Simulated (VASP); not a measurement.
# RbLiMg6 under changes of volume

One of the cells (28.292 Å³/atom); the others are scaled copies at fixed shape and fractional positions:

```xyz
8
Lattice="5.3447 0.0000 0.0000 0.0000 3.5412 5.9793 0.0000 -3.5412 5.9793" Properties=species:S:1:pos:R:3 pbc="T T T"
Rb    2.6723    0.0000    8.0586
Mg    2.6723    0.0000    1.9478
Mg    2.6723    1.7627    5.0357
Mg    2.6723   -1.7627    5.0357
Mg    0.0000    0.0000    3.9753
Mg    0.0000    1.9965    6.8118
Mg    0.0000   -1.9965    6.8118
Li    0.0000    0.0000   10.1574
```

The cell comes from a database or a generator and needn't be the stable form of this composition.

* Program: VASP 6.6.1
* Functional: PBE
* Potentials or basis: VASP PAW PBE potentials, release 64 (Rb_sv, Mg, Li_sv)
* Cutoff: 520 eV
* k mesh: 5 × 5 × 5
* Occupations: fermi-dirac, width 0.05 eV
* Spin: no spin polarisation

```csv
volume (Å³/atom),energy over the lowest point (meV/atom),largest force (eV/Å)
26.073,?,?
26.627,2.20,0.042
27.182,0.00,0.057
28.292,0.38,0.085
28.846,2.66,0.098
29.401,6.14,0.110
```

Question: What does the run at 26.073 Å³/atom give?

Answer: Energy over the lowest point 6.22 meV/atom; largest force 0.051 eV/Å.

Worked out: A Birch-Murnaghan fit of order 3 (a polynomial in V^(-2/3)) to the other rows has its minimum at 27.66 Å³/atom with B0 = V·E''(V) = 22 GPa and B' = 4.2 at fixed shape and positions, which overstates the stiffness. It gives 6.23 meV/atom at 26.073 Å³/atom, against the run's 6.22.

Energies are extrapolated to zero smearing.

Caveats: the cutoff is under 1.25 times the usual one of these potentials, so pressure, stress and relaxed cells hold a basis-set (Pulay) error.
